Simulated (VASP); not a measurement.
Level of theory: TPSS meta-GGA, VASP's PBE PAW potentials (set 64) (plane waves; VASP).

VASP ran on this input.

INCAR:
```
SYSTEM = WC
PREC = Accurate
ENCUT = 520
EDIFF = 1E-6
NELM = 100
ALGO = Normal
LREAL = .FALSE.
LASPH = .TRUE.
ISMEAR = 1
SIGMA = 0.1
METAGGA = TPSS
LMIXTAU = .TRUE.
LMAXMIX = 6
LWAVE = .FALSE.
LCHARG = .FALSE.
IBRION = 2
ISIF = 3
NSW = 60
EDIFFG = -0.01
```

KPOINTS:
```
Regular mesh
0
gamma
  13 13 12
0 0 0
```

### POSCAR
```
WC
1.0
  1.4550000000  -2.5201340000   0.0000000000
  1.4550000000   2.5201340000   0.0000000000
  0.0000000000   0.0000000000   2.8400000000
W C
1 1
Direct
  0.0000000000   0.0000000000   0.0000000000
  0.3333330000   0.6666670000   0.5000000000
```

POTCAR, in this order: W_sv C (PBE.64 set). Program: vasp_std.

Output of the run:

**OUTCAR**
```
 ion  position               nearest neighbor table
   1  0.000  0.000  0.000-   2 2.20   2 2.20   2 2.20   2 2.20   2 2.20   2 2.20
   2  0.333  0.667  0.500-   1 2.20   1 2.20   1 2.20   1 2.20   1 2.20   1 2.20
  LATTYP: Found a hexagonal cell.
 ALAT       =     2.9100000649
 C/A-ratio  =     0.9759449954
 Subroutine PRICEL returns:
 Original cell was already a primitive cell.
 Subroutine GETGRP returns: Found 12 space group operations
The static configuration has the point symmetry D_3h.
The dynamic configuration has the point symmetry D_3h.
 Subroutine INISYM returns: Found 12 space group operations
 Subroutine IBZKPT returns following result:
 Found    147 irreducible k-points:

 Following reciprocal coordinates:
            Coordinates               Weight
  0.000000  0.000000  0.000000      1.000000
  0.076923  0.000000  0.000000      6.000000
  0.153846  0.000000  0.000000      6.000000
  0.230769 -0.000000  0.000000      6.000000
  0.307692  0.000000  0.000000      6.000000
  0.384615  0.000000  0.000000      6.000000
  0.461538  0.000000  0.000000      6.000000
  0.076923  0.076923  0.000000      6.000000
...
```

### OSZICAR
```
       N       E                     dE             d eps       ncg     rms          rms(c)
DAV:   1     0.167157442933E+03    0.16716E+03   -0.11376E+04  3838   0.186E+03
DAV:   2     0.595555740241E+01   -0.16120E+03   -0.15655E+03  4627   0.500E+02
DAV:   3    -0.135149145942E+01   -0.73070E+01   -0.71818E+01  5392   0.104E+02
DAV:   4    -0.150353462941E+01   -0.15204E+00   -0.15177E+00  4767   0.155E+01
DAV:   5    -0.150791558070E+01   -0.43810E-02   -0.43790E-02  5449   0.225E+00    0.501E+01
DAV:   6    -0.248069694274E+02   -0.23299E+02   -0.45225E+01  3989   0.101E+02    0.253E+00
DAV:   7    -0.250651006618E+02   -0.25813E+00   -0.10978E+00  4527   0.134E+01    0.177E+00
DAV:   8    -0.251395088944E+02   -0.74408E-01   -0.25194E-01  4002   0.572E+00    0.859E-01
DAV:   9    -0.252371567747E+02   -0.97648E-01   -0.38328E-02  3847   0.268E+00    0.298E-01
DAV:  10    -0.252557920036E+02   -0.18635E-01   -0.32781E-02  4440   0.152E+00    0.154E-01
DAV:  11    -0.252620649288E+02   -0.62729E-02   -0.27479E-03  3872   0.625E-01    0.782E-02
DAV:  12    -0.252626035063E+02   -0.53858E-03   -0.56880E-04  4212   0.239E-01    0.433E-02
DAV:  13    -0.252630915094E+02   -0.48800E-03   -0.27258E-04  4462   0.162E-01    0.139E-02
DAV:  14    -0.252631057135E+02   -0.14204E-04   -0.14161E-05  4112   0.412E-02    0.101E-02
DAV:  15    -0.252631036218E+02    0.20917E-05   -0.17849E-06  3123   0.168E-02    0.359E-03
DAV:  16    -0.252631084328E+02   -0.48110E-05   -0.15634E-06  2893   0.140E-02    0.466E-04
DAV:  17    -0.252631080313E+02    0.40150E-06   -0.82682E-08  1926   0.364E-03
   1 F= -.25263108E+02 E0= -.25262954E+02  d E =-.252631E+02
       N       E                     dE             d eps       ncg     rms          rms(c)
DAV:   1    -0.254887893992E+02   -0.22568E+00   -0.64827E+00  3897   0.380E+01    0.724E+00
DAV:   2    -0.252679139857E+02    0.22088E+00   -0.72696E-01  4099   0.103E+01    0.164E+00
DAV:   3    -0.252425157476E+02    0.25398E-01   -0.10931E-01  4132   0.237E+00    0.579E-01
DAV:   4    -0.252386811428E+02    0.38346E-02   -0.17713E-02  4207   0.178E+00    0.494E-01
DAV:   5    -0.252363602721E+02    0.23209E-02   -0.63699E-03  4152   0.804E-01    0.316E-01
DAV:   6    -0.252394440039E+02   -0.30837E-02   -0.32536E-03  3892   0.706E-01    0.296E-02
DAV:   7    -0.252401114184E+02   -0.66741E-03   -0.56622E-04  3852   0.253E-01    0.227E-02
DAV:   8    -0.252401610333E+02   -0.49615E-04   -0.13410E-04  4147   0.111E-01    0.144E-02
DAV:   9    -0.252401975492E+02   -0.36516E-04   -0.19265E-05  4097   0.416E-02    0.392E-03
DAV:  10    -0.252401981179E+02   -0.56870E-06   -0.16477E-06  3124   0.113E-02
   2 F= -.25240198E+02 E0= -.25240050E+02  d E =0.229099E-01
       N       E                     dE             d eps       ncg     rms          rms(c)
DAV:   1    -0.253935571648E+02   -0.15336E+00   -0.33704E+00  3887   0.267E+01    0.552E+00
DAV:   2    -0.252810352498E+02    0.11252E+00   -0.29219E-01  3967   0.712E+00    0.122E+00
DAV:   3    -0.252670301253E+02    0.14005E-01   -0.48440E-02  4107   0.176E+00    0.414E-01
DAV:   4    -0.252659215989E+02    0.11085E-02   -0.62604E-03  4277   0.111E+00    0.436E-01
DAV:   5    -0.252649686433E+02    0.95296E-03   -0.38367E-03  4172   0.577E-01    0.224E-01
DAV:   6    -0.252663917713E+02   -0.14231E-02   -0.13951E-03  3857   0.469E-01    0.239E-02
DAV:   7    -0.252666589701E+02   -0.26720E-03   -0.26207E-04  3862   0.166E-01    0.181E-02
DAV:   8    -0.252666895082E+02   -0.30538E-04   -0.46475E-05  4062   0.678E-02    0.864E-03
DAV:   9    -0.252666934187E+02   -0.39105E-05   -0.32120E-06  3937   0.172E-02    0.212E-03
DAV:  10    -0.252666947049E+02   -0.12862E-05   -0.13491E-06  2496   0.103E-02    0.464E-04
DAV:  11    -0.252666946052E+02    0.99743E-07   -0.17233E-07  1911   0.415E-03
   3 F= -.25266695E+02 E0= -.25266527E+02  d E =-.358657E-02
       N       E                     dE             d eps       ncg     rms          rms(c)
DAV:   1    -0.252667020955E+02   -0.73906E-05   -0.18370E-04  3897   0.201E-01    0.410E-02
DAV:   2    -0.252666946209E+02    0.74746E-05   -0.17367E-05  4028   0.533E-02    0.914E-03
DAV:   3    -0.252666943345E+02    0.28642E-06   -0.27944E-06  3477   0.128E-02
   4 F= -.25266694E+02 E0= -.25266527E+02  d E =-.358630E-02
       N       E                     dE             d eps       ncg     rms          rms(c)
DAV:   1    -0.252667645479E+02   -0.69927E-04   -0.23747E-03  3892   0.721E-01    0.146E-01
DAV:   2    -0.252666775865E+02    0.86961E-04   -0.22745E-04  3988   0.193E-01    0.314E-02
DAV:   3    -0.252666696911E+02    0.78954E-05   -0.35741E-05  4142   0.459E-02    0.112E-02
DAV:   4    -0.252666702906E+02   -0.59948E-06   -0.50869E-06  4027   0.314E-02
   5 F= -.25266670E+02 E0= -.25266504E+02  d E =-.356226E-02
       N       E                     dE             d eps       ncg     rms          rms(c)
DAV:   1    -0.252667386252E+02   -0.68934E-04   -0.13273E-03  3887   0.534E-01    0.114E-01
DAV:   2    -0.252667027756E+02    0.35850E-04   -0.12267E-04  3967   0.139E-01    0.255E-02
DAV:   3    -0.252666950112E+02    0.77645E-05   -0.20894E-05  4132   0.355E-02    0.762E-03
DAV:   4    -0.252666943013E+02    0.70990E-06   -0.26869E-06  2987   0.234E-02
   6 F= -.25266694E+02 E0= -.25266527E+02  d E =-.358627E-02
       N       E                     dE             d eps       ncg     rms          rms(c)
DAV:   1    -0.252667343283E+02   -0.39317E-04   -0.14067E-03  3842   0.454E-01    0.355E-02
DAV:   2    -0.252667005836E+02    0.33745E-04   -0.57158E-05  4072   0.772E-02    0.174E-02
DAV:   3    -0.252666935232E+02    0.70604E-05   -0.29845E-05  4097   0.514E-02    0.721E-03
DAV:   4    -0.252666946329E+02   -0.11097E-05   -0.16410E-06  2892   0.142E-02    0.406E-03
DAV:   5    -0.252666951722E+02   -0.53934E-06   -0.31073E-07  1911   0.632E-03
   7 F= -.25266695E+02 E0= -.25266525E+02  d E =-.870954E-06
       N       E                     dE             d eps       ncg     rms          rms(c)
DAV:   1    -0.252667024975E+02   -0.78646E-05   -0.19524E-04  3882   0.169E-01    0.124E-02
DAV:   2    -0.252666988337E+02    0.36638E-05   -0.76077E-06  4052   0.288E-02    0.614E-03
DAV:   3    -0.252666970044E+02    0.18293E-05   -0.44816E-06  4062   0.195E-02    0.277E-03
DAV:   4    -0.252666975127E+02   -0.50832E-06   -0.35856E-07  1911   0.672E-03
   8 F= -.25266698E+02 E0= -.25266528E+02  d E =-.321143E-05
```

OUTCAR:
```
------------------------ aborting loop because EDIFF is reached ----------------------------------------
  FORCE on cell =-STRESS in cart. coord.  units (eV):
  Direction    XX          YY          ZZ          XY          YZ          ZX
  --------------------------------------------------------------------------------------
  Total        0.0135598      0.0135598      0.0159604      0.0000000      0.0000000      0.0000000
  in kB        1.0315881      1.0315882      1.2142191      0.0000000      0.0000000      0.0000000
  external PRESSURE =       1.0924652 kB  Pullay stress =       0.0000000 kB
  volume of cell :       21.06
      direct lattice vectors                 reciprocal lattice vectors
     1.459382631 -2.527724941  0.000000000     0.342610628 -0.197806332 -0.000000000
     1.459382631  2.527724941  0.000000000     0.342610628  0.197806332 -0.000000000
     0.000000000  0.000000000  2.854487258    -0.000000000  0.000000000  0.350325614
 POSITION                                       TOTAL-FORCE (eV/Angst)
 -----------------------------------------------------------------------------------
      0.00000     -0.00000      0.00000        -0.000000      0.000000      0.000000
      1.45938      0.84258      1.42724         0.000000     -0.000000      0.000000
 -----------------------------------------------------------------------------------
    total drift:                                0.000000     -0.000394      0.000000
  FREE ENERGIE OF THE ION-ELECTRON SYSTEM (eV)
  ---------------------------------------------------
  free  energy   TOTEN  =       -25.2666975127 eV

  energy  without entropy=      -25.2661898875  energy(sigma->0) =      -25.26652830

 reached required accuracy - stopping structural energy minimisation
```
(Selected blocks of OUTCAR.)

CONTCAR:
```
WC
   1.00000000000000
     1.4593826312768963   -2.5277249407200282    0.0000000000000000
     1.4593826312768963    2.5277249407200282    0.0000000000000000
     0.0000000000000000    0.0000000000000000    2.8544872579845806
  W               C
     1     1
Direct
     0.0000000000000000    0.0000000000000000    0.0000000000000000
     0.3333330000000032    0.6666669999999968    0.5000000000000000
```

OUTCAR:
```
 val. band max:       10.8669547732   @ k =   0.0769   0.0000   0.3333

 cond. band min:      10.8846348127   @ k =   0.4615   0.0769   0.5000


 Fermi energy:        10.8762202086

 k-point     1 :       0.0000    0.0000    0.0000
  band No.  band energies     occupation
      1     -63.5479      2.00000
      2     -27.4548      2.00000
      3     -27.3541      2.00000
      4     -27.3541      2.00000
      5      -3.6653      2.00000
      6       6.6016      2.00000
      7       7.5971      2.00000
      8       7.5971      2.00000
      9      10.9823     -0.06071
     10      14.0967      0.00000
     11      14.0967      0.00000
     12      16.4703      0.00000
     13      16.4703      0.00000

 k-point     2 :       0.0769    0.0000    0.0000
  band No.  band energies     occupation
      1     -63.5448      2.00000
      2     -27.4488      2.00000
      3     -27.4008      2.00000
      4     -27.3647      2.00000
      5      -3.5137      2.00000
      6       6.6522      2.00000
      7       7.3750      2.00000
      8       7.7411      2.00000
      9      10.5296      2.00001
     10      14.0419      0.00000
     11      14.6008      0.00000
     12      16.1387      0.00000
     13      16.3603      0.00000

 k-point     3 :       0.1538    0.0000    0.0000
  band No.  band energies     occupation
      1     -63.5359      2.00000
      2     -27.5287      2.00000
      3     -27.4321      2.00000
      4     -27.3939      2.00000
      5      -3.0809      2.00000
      6       6.3547      2.00000
      7       7.2858      2.00000
      8       8.1516      2.00000
      9       9.6565      2.00000
     10      13.8934      0.00000
     11      15.3849      0.00000
     12      15.5910      0.00000
     13      16.0843      0.00000

 k-point     4 :       0.2308   -0.0000    0.0000
  band No.  band energies     occupation
      1     -63.5235      2.00000
      2     -27.7052      2.00000
      3     -27.4348      2.00000
...
```

Unless said otherwise, spin-orbit coupling is left out, though it shifts the bands of the heavy elements here.

The compound is WC in the wc structure. This run relaxes it. Symmetry was kept, so distortions that lower it aren't found.
